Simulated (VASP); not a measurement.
Level of theory: PBE GGA, VASP's PBE PAW potentials (set 64) (plane waves; VASP 6.6.1).

VASP input:

KPOINTS:
```
Regular mesh
0
gamma
 7 7 7
0 0 0
```

### INCAR
```
# general
SYSTEM   =  PbS
PREC     =  Accurate
ENCUT    =  400
LREAL    =  .False.
LASPH    =  .True.   # aspherical one-centre terms

# electronic loop
EDIFF    =  1E-6   # SCF stop (eV)
NELM     =  100
ALGO     =  Normal   # blocked Davidson
LMAXMIX  =  4

# smearing
ISMEAR   =  0   # Gaussian
SIGMA    =  0.05   # width (eV)

# functional
GGA      =  PE

# ions
IBRION   =  2   # conjugate gradients
NSW      =  60   # most ionic steps
ISIF     =  3   # ions, shape and volume
EDIFFG   =  -0.01   # ionic stop

# output
LWAVE    =  .False.
LCHARG   =  .False.
```

POSCAR:
```
PbS
1
   -0.0000000000     2.9957969226     2.9957969226
    2.9957969226    -0.0000000000     2.9957969226
    2.9957969226     2.9957969226     0.0000000000
Pb S
1 1
Direct
  0.0000000000   0.0000000000   0.0000000000
  0.5000000000   0.5000000000   0.5000000000
```

POTCAR, in this order: Pb_d S (PBE.64 set). Program: vasp_std.

Problem. Predict the energy per atom (σ→0), volume per atom.

Solution. 
The energy per atom (σ→0) is -4.385 eV/atom and the volume per atom is 27.06 Å^3/atom.

OSZICAR:
```
...
       N       E                     dE             d eps       ncg     rms          rms(c)
DAV:   1    -0.877182356658E+01   -0.99166E-03   -0.30027E-02   692   0.316E+00    0.178E-01
DAV:   2    -0.877100061014E+01    0.82296E-03   -0.17177E-03   692   0.747E-01    0.625E-02
DAV:   3    -0.877087090765E+01    0.12970E-03   -0.55850E-04   692   0.420E-01    0.162E-02
DAV:   4    -0.877087473139E+01   -0.38237E-05   -0.12180E-05   580   0.304E-02    0.867E-03
DAV:   5    -0.877087727723E+01   -0.25458E-05   -0.21092E-06   582   0.189E-02    0.283E-03
DAV:   6    -0.877087763824E+01   -0.36101E-06   -0.26000E-07   310   0.831E-03
   3 F= -.87708776E+01 E0= -.87708776E+01  d E =-.398542E-03
```

The structure was generated: PbS was put into the rock salt type (Fm-3m), which need not be its known phase. This run relaxes it. Symmetry was kept, so distortions that lower it aren't found. The start is the result of an earlier pass.
